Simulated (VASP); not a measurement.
An input for Quantum ESPRESSO's pw.x (written as the equivalent of a VASP run, and not itself run):

```
&CONTROL
  calculation = 'scf'
  pseudo_dir = './pseudo'
  outdir = './out'
  tprnfor = .true.
  tstress = .true.
/
&SYSTEM
  ibrav = 0
  nat = 2
  ntyp = 1
  ecutwfc = 66
  occupations = 'tetrahedra'
  input_dft = 'vdw-df2-b86r'
/
&ELECTRONS
  conv_thr = 7.3e-09
  electron_maxstep = 100
/
ATOMIC_SPECIES
  Zr 91.224 Zr.upf
CELL_PARAMETERS angstrom
     1.6001168   -2.7714835    0.0000000
     1.6001168    2.7714835   -0.0000000
     0.0000000    0.0000000    5.1561618
ATOMIC_POSITIONS crystal
  Zr   0.3333330  0.6666670  0.2500000
  Zr   0.6666670  0.3333330  0.7500000
K_POINTS automatic
  15 15 8 0 0 0
```

Translate this input to VASP (INCAR, KPOINTS, POSCAR, choice of POTCAR).

One answer among several that fit: 
### INCAR
```
SYSTEM = Zr
PREC = Accurate; ENCUT = 520; LREAL = .FALSE.
LASPH = .TRUE.
EDIFF = 1E-7; NELM = 100; ALGO = Normal
LMAXMIX = 4
ISMEAR = -5
GGA = MK; LUSE_VDW = .TRUE.; AGGAC = 0.0
PARAM1 = 0.1234568; PARAM2 = 0.7114; ZAB_VDW = -1.8867
ISIF = 2
LWAVE = .FALSE.; LCHARG = .TRUE.; LORBIT = 11
NEDOS = 601
```

### POSCAR
```
Zr
1
    1.6001167541    -2.7714834634     0.0000000000
    1.6001167541     2.7714834634    -0.0000000000
    0.0000000000     0.0000000000     5.1561617910
Zr
2
Direct
  0.3333330000   0.6666670000   0.2500000000
  0.6666670000   0.3333330000   0.7500000000
```

**KPOINTS**
```
Automatic mesh
0
Gamma
15 15 8
0 0 0
```

POTCAR, in this order: Zr_sv (PBE.64 set). Program: vasp_std.

What does not carry over: the potentials are each code's own (VASP's PAW set, PseudoDojo norm-conserving files in pw.x), so ENCUT and ecutwfc are chosen apart and not converted; conv_thr bounds pw.x's estimated SCF error, while EDIFF bounds the energy change between steps.

The compound is Zr in the hcp structure. It was relaxed first.
